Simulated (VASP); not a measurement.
# TaAs: input slips in a relaxation and what they do, part 2 of 2

Some relaxations of TaAs get a fault in the input on purpose. Which of them show, and how? The starting structure is a computed structure from the Materials Project. The first relaxation on each setting starts from this cell expanded by 3 % in volume.

VASP 6.6.1.

Results so far: reference 17.08 Å³ an atom; one electron too many 19.58 Å³ an atom.

**5. Relaxation with a loose energy criterion for the relaxation**

Level of this step: PBEsol; plane waves and PAW (Ta_pv, As) (VASP).

A slip made on purpose: a loose energy criterion for the relaxation. Against step 2 the input has EDIFFG = 0.1 (also changed: NELM).

The input, INCAR:

```
SYSTEM = TaAs
PREC = Accurate
ENCUT = 450
EDIFF = 1E-06
NELM = 60
ISMEAR = 0
SIGMA = 0.05
LREAL = .FALSE.
ALGO = Normal
GGA = PS
NBANDS = 22
LASPH = .TRUE.
LORBIT = 11
LWAVE = .FALSE.
LCHARG = .FALSE.
KPAR = 16
IBRION = 2
NSW = 50
ISIF = 3
EDIFFG = 0.1
```

The input, POSCAR:

```
TaAs
1.0
   -1.7388621280      1.7388621280      5.9260437458
    1.7388621280     -1.7388621280      5.9260437458
    1.7388621280      1.7388621280     -5.9260437458
Ta As
2 2
Direct
    0.4999673000      0.4999673000      0.0000000000
    0.2499673000      0.7499673000      0.5000000000
    0.0826321200      0.0826321200      0.0000000000
    0.8326321200      0.3326321200      0.5000000000
```

The input, KPOINTS:

```
Automatic mesh
0
Gamma
14 14 14
0 0 0
```

PAW data sets: Ta_pv and As (PBE family, release 64).

Started as:

```console
> mpirun -np 16 vasp_std
```

The log of the run:

```text
[... set-up lines as in an earlier step ...]
 entering main loop
       N       E                     dE             d eps       ncg     rms          rms(c)
[... 13 cycles as in an earlier step ...]
   1 F= -.37639706E+02 E0= -.37639487E+02  d E =-.376397E+02
[...]
N       E                     dE             d eps       ncg     rms          rms(c)
[... 10 cycles as in an earlier step ...]
   2 F= -.37379040E+02 E0= -.37378860E+02  d E =0.260666E+00
 trial-energy change:    0.260666  1 .order    0.296754   -0.487497    1.081005
 step:   0.3419(harm=  0.3108)  dis= 0.00016  next Energy=   -37.724476 (dE=-0.848E-01)
[...]
N       E                     dE             d eps       ncg     rms          rms(c)
DAV:   1    -0.388835348088E+02   -0.15045E+01   -0.38397E+01 11144   0.610E+01    0.949E+00
DAV:   2    -0.379246607900E+02    0.95887E+00   -0.20132E+00 11084   0.113E+01    0.350E+00
DAV:   3    -0.377397882725E+02    0.18487E+00   -0.46717E-01 12780   0.515E+00    0.702E-01
DAV:   4    -0.377279515298E+02    0.11837E-01   -0.39437E-02 13208   0.117E+00    0.325E-01
DAV:   5    -0.377278246835E+02    0.12685E-03   -0.67113E-03 12924   0.640E-01    0.250E-01
DAV:   6    -0.377277837517E+02    0.40932E-04   -0.12756E-03 13080   0.223E-01    0.597E-02
DAV:   7    -0.377277854226E+02   -0.16709E-05   -0.58553E-05 12932   0.472E-02    0.195E-02
DAV:   8    -0.377277856448E+02   -0.22225E-06   -0.58959E-06 13042   0.144E-02
   3 F= -.37727786E+02 E0= -.37727583E+02  d E =-.880799E-01
[...]
reached required accuracy - stopping structural energy minimisation
```

It took 2.2 min on 16 MPI ranks of AMD EPYC 7R43, shared host; peak memory 9.7 GiB.

Parts of OUTCAR (step 5):

```text
  Total        0.0608311      0.0608311     -0.4608059      0.0000000      0.0000000      0.0000000
  in kB        1.4234737      1.4234737    -10.7830629      0.0000000      0.0000000      0.0000000
  external PRESSURE =      -2.6453718 kB  Pullay stress =       0.0000000 kB

 POSITION                                       TOTAL-FORCE (eV/Angst)
 -----------------------------------------------------------------------------------
      0.00000      0.00000      5.83601         0.000000      0.000000      0.028454
      1.71256      0.00000      2.91789         0.000000      0.000000      0.028454
      0.00000      0.00000      0.96438         0.000000     -0.000000     -0.028454
     -0.00000      1.71256      3.88250        -0.000000      0.000000     -0.028454
 -----------------------------------------------------------------------------------
    total drift:                                0.000000      0.000000      0.000019

  FREE ENERGIE OF THE ION-ELECTRON SYSTEM (eV)
  ---------------------------------------------------
  free  energy   TOTEN  =       -37.7277856448 eV

  energy  without entropy=      -37.7273801324  energy(sigma->0) =      -37.72758289

[... 2 parts as in an earlier step ...]

[... 2 further parts left out ...]
[key lines of the parts left out:]
E-fermi :   6.9679
```

With a loose energy criterion for the relaxation the cell ends at 17.117 Å³ an atom, +0.22 % from the reference, a by -0.2 % and c by +0.6 %.

**6. Relaxation with low precision and a small cutoff**

A slip made on purpose: low precision and a small cutoff. Against step 2 the input has PREC = Low and ENCUT = 180 (also changed: NELM).

Edit INCAR of step 5 so:

```diff
@@ -1,4 +1,4 @@
 SYSTEM = TaAs
-PREC = Accurate
-ENCUT = 450
+PREC = Low
+ENCUT = 180
 EDIFF = 1E-06
@@ -19,2 +19,2 @@
 ISIF = 3
-EDIFFG = 0.1
+EDIFFG = -0.006
```

POSCAR is that of step 5.

KPOINTS is that of step 5.

Started as:

```console
> mpirun -np 16 vasp_std
```

The log of the run:

```text
[... set-up lines as in an earlier step ...]
 entering main loop
       N       E                     dE             d eps       ncg     rms          rms(c)
DAV:   1     0.110891424284E+03    0.11089E+03   -0.95507E+03 12368   0.642E+02
DAV:   2    -0.353544550104E+02   -0.14625E+03   -0.14021E+03 13226   0.221E+02
DAV:   3    -0.397127183179E+02   -0.43583E+01   -0.42827E+01 13704   0.373E+01
DAV:   4    -0.397727576079E+02   -0.60039E-01   -0.59885E-01 12982   0.385E+00
[...]
DAV:  11    -0.376748407930E+02    0.48798E-05   -0.23538E-05 13614   0.316E-02    0.164E-02
DAV:  12    -0.376748384073E+02    0.23857E-05   -0.90905E-06 12800   0.191E-02    0.141E-03
DAV:  13    -0.376748383193E+02    0.87994E-07   -0.43038E-07  8266   0.390E-03
   1 F= -.37674838E+02 E0= -.37674617E+02  d E =-.376748E+02
[... from here on, the cycles between the ionic steps are left out ...]
   2 F= -.35933737E+02 E0= -.35933455E+02  d E =0.174110E+01
   3 F= -.37922724E+02 E0= -.37922525E+02  d E =-.247885E+00
   4 F= -.37923872E+02 E0= -.37923674E+02  d E =-.249034E+00
   5 F= -.37923871E+02 E0= -.37923674E+02  d E =-.249033E+00
   6 F= -.37926543E+02 E0= -.37926309E+02  d E =-.267150E-02
   7 F= -.37926581E+02 E0= -.37926337E+02  d E =-.270929E-02
   8 F= -.37926833E+02 E0= -.37926593E+02  d E =-.251868E-03
   9 F= -.37926927E+02 E0= -.37926685E+02  d E =-.345820E-03
  10 F= -.37926857E+02 E0= -.37926618E+02  d E =0.699884E-04
  11 F= -.37926989E+02 E0= -.37926748E+02  d E =-.621829E-04
[...]
reached required accuracy - stopping structural energy minimisation
```

It took 43 s on 16 MPI ranks; peak memory 2.6 GiB.

OUTCAR, selected parts (step 6):

```text
  Total        0.0091309      0.0091309     -0.0169318      0.0000000      0.0000000      0.0000000
  in kB        0.2193686      0.2193686     -0.4067854      0.0000000      0.0000000      0.0000000
  external PRESSURE =       0.0106506 kB  Pullay stress =       0.0000000 kB

 POSITION                                       TOTAL-FORCE (eV/Angst)
 -----------------------------------------------------------------------------------
      0.00000      0.00000      5.75168         0.000000      0.000000     -0.000740
      1.70320     -0.00000      2.87806         0.000000      0.000000     -0.000740
      0.00000      0.00000      0.94500        -0.000000     -0.000000      0.000740
      0.00000      1.70320      3.81862        -0.000000      0.000000      0.000740
 -----------------------------------------------------------------------------------
    total drift:                               -0.000004     -0.000004      0.000293

  FREE ENERGIE OF THE ION-ELECTRON SYSTEM (eV)
  ---------------------------------------------------
  free  energy   TOTEN  =       -37.9269887253 eV

  energy  without entropy=      -37.9265082274  energy(sigma->0) =      -37.92674848

[... 2 parts as in an earlier step ...]

[... 2 further parts left out ...]
[key lines of the parts left out:]
E-fermi :   7.2294
```

With low precision and a small cutoff the cell ends at 16.672 Å³ an atom, -2.39 % from the reference.

**7. The runs compared**

| run | ended | volume (Å³/atom) | change (%) | pressure left (GPa) | core minutes |
| --- | --- | --- | --- | --- | --- |
| reference | converged | 17.08 | - | -0.01 | 99.2 |
| too few ionic steps | not converged | - | - | - | 28.5 |
| one electron too many | converged | 19.578 | 14.63 | -0.02 | 93.6 |
| a loose energy criterion for the relaxation | converged | 17.117 | 0.22 | -0.26 | 34.9 |
| low precision and a small cutoff | converged | 16.672 | -2.39 | 0.0 | 11.5 |

Core minutes are wall time times ranks, summed over the relaxations behind a row (those for a bulk modulus apart), on shared hosts.

**8. Summary of results**

```json
{
  "volume of the reference": "17.08 Å³/atom",
  "volume against the reference, one electron too many": "+14.63 %",
  "volume against the reference, a loose energy criterion for the relaxation": "+0.22 %",
  "volume against the reference, low precision and a small cutoff": "-2.39 %",
  "run with too few ionic steps": "not converged"
}
```

The run with too few ionic steps didn't converge. Finished, but with signs in the output that stand out against the reference: one electron too many, with the volume changed by +14.6 % (signs: a warning on the charge density and 14.1 GPa at the first ionic step (of the first relaxations, not shown; reference: -8.2 GPa)); a loose energy criterion for the relaxation, with the volume changed by +0.2 %, a by -0.2 % and c by +0.6 % (signs: a stress of up to 1.1 GPa and forces of up to 0.03 eV/Å); low precision and a small cutoff, with the volume changed by -2.4 % (signs: -15.4 GPa at the first ionic step (of the first relaxations, not shown; reference: -8.2 GPa) and an energy that rises by up to 0.4 eV an atom on the way). The reference was restarted once and the runs with a slip weren't, so their cells may not have settled fully. Further runs on this material are not shown.

[Lines on the potential files, build, host, timing and source positions are cut from VASP's logs without a mark.]

[Logs are printed without paths, hosts, clocks, repeated set-up lines and the standing remarks that a program may print on its own settings, such as how far it seeks lower states.]

[Hosts, paths, dates, database ids (printed as entryN), source tags and the programs' standing remarks are cut or masked in the printed files.]
